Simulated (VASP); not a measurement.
The cell holds one PbO (litharge) monolayer, with vacuum along c. Ionisation potential and electron affinity count from the cell's own band edges, surface states included.

Here is the system:

```
CELL_PARAMETERS angstrom
      4.01059     0.00000     0.00000
      0.00000     4.01059     0.00000
      0.00000     0.00000    18.81681
ATOMIC_POSITIONS crystal
  Pb 0.50000 0.00000 0.43553
  Pb 0.00000 0.50000 0.56447
  O  0.50000 0.50000 0.50000
  O  0.00000 0.00000 0.50000
```

Level of theory: optB88-vdW, VASP's PBE PAW potentials (set 64) (plane waves; VASP). Settings: 500 eV cut-off, 12×12×1 Γ-centred mesh, Gaussian smearing of 0.050 eV, potentials Pb_d O.

Unless said otherwise, spin-orbit coupling is left out, though it shifts the bands of the heavy elements here.

Predict its energy to cut it from the bulk, per area, ionisation potential, electron affinity, band gap (on the k-mesh).

```json
{
  "energy_to_cut_it_from_the_bulk_per_area": "21.2 meV/Å²",
  "ionisation_potential": "4.86 eV",
  "electron_affinity": "2.31 eV",
  "band gap (on the k-mesh)": "2.55 eV"
}
```

The cell is a sheet with vacuum, built from PbO (litharge).
